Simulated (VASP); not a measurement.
```xyz
4
Lattice="1.9428 -3.3650 0.0000 1.9428 3.3650 0.0000 0.0000 0.0000 12.5330" Properties=species:S:1:pos:R:3 pbc="T T T"
La     0.0000     0.0000     6.2665
La     0.0000     0.0000     0.0000
La     1.9428     1.1217     3.1332
La     1.9428    -1.1217     9.3997
```

Method: vdW-DF2, VASP's PBE PAW potentials (set 64) (plane waves; VASP 6.6.1). Numerical set-up: 520 eV cut-off, 8×8×3 Γ-centred mesh, first-order Methfessel-Paxton smearing of 0.10 eV, potentials La.

Q: Predict the energy per atom (σ→0), band gap (on the k-mesh) with the smallest direct gap where there is one.

A: 
```json
{
  "band gap (on the k-mesh)": "none (metal, semimetal or under 0.01 eV)",
  "energy per atom (σ→0)": "-2170 meV/atom"
}
```

The compound is La in the dhcp structure. It was relaxed first, which changed the volume by +9 %. The start is the result of an earlier pass.
